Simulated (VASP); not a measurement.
Computed with PBEsol GGA, VASP's PBE PAW potentials (set 64) (plane waves; VASP).

A VASP calculation is set up with these files.

POSCAR:
```
SiGe
1
    3.9028653298     0.0000000000     0.0000000000
   -1.9514326649     3.3799805133     0.0000000000
    0.0000000000     0.0000000000     6.4401998586
Si Ge
2 2
Direct
  0.3333330000   0.6666670000   0.0003663539
  0.6666670000   0.3333330000   0.5003663539
  0.3333330000   0.6666670000   0.3746336461
  0.6666670000   0.3333330000   0.8746336461
```

**KPOINTS**
```
Automatic mesh
0
Gamma
7 7 4
0 0 0
```

INCAR:
```
# general
SYSTEM  = SiGe
PREC    = Accurate
ENCUT   = 500
LREAL   = .FALSE.
LASPH   = .TRUE.

# electronic loop
EDIFF   = 1E-6
NELM    = 100
ALGO    = Normal
LMAXMIX = 4

# smearing
ISMEAR  = 0
SIGMA   = 0.05

# functional
GGA     = PS

# ions
IBRION  = 2
NSW     = 40
ISIF    = 3
EDIFFG  = -0.02
PSTRESS = 50

# output
LWAVE   = .FALSE.
LCHARG  = .FALSE.
```

POTCAR, in this order: Si Ge_d (PBE.64 set). Program: vasp_std.

Energy and stress use the plane-wave basis of the starting cell.

Q: Predict the energy per atom (σ→0), volume per atom.

A: 
```json
{
 "energy per atom (σ→0)": "-5.296 eV/atom",
 "volume_per_atom": "20.10 Å^3/atom"
}
```

### OSZICAR
```
...
   5 F= -.18673552E+02 E0= -.18673552E+02  d E =-.620763E-05
       N       E                     dE             d eps       ncg     rms          rms(c)
DAV:   1    -0.211835836263E+02    0.27694E-02   -0.10104E-02  1332   0.173E+00    0.140E-01
DAV:   2    -0.211831936822E+02    0.38994E-03   -0.10407E-03  1266   0.543E-01    0.708E-02
DAV:   3    -0.211830657395E+02    0.12794E-03   -0.26019E-04  1404   0.252E-01    0.179E-02
DAV:   4    -0.211830584711E+02    0.72685E-05   -0.29488E-05  1286   0.881E-02    0.877E-03
DAV:   5    -0.211830581757E+02    0.29533E-06   -0.91378E-07   730   0.137E-02
   6 F= -.18673591E+02 E0= -.18673591E+02  d E =-.453486E-04
```

The structure was generated: SiGe was put into the wurtzite type (P6_3mc), which need not be its known phase. This run relaxes it under an external pressure of 5 GPa. Symmetry was kept, so distortions that lower it aren't found.
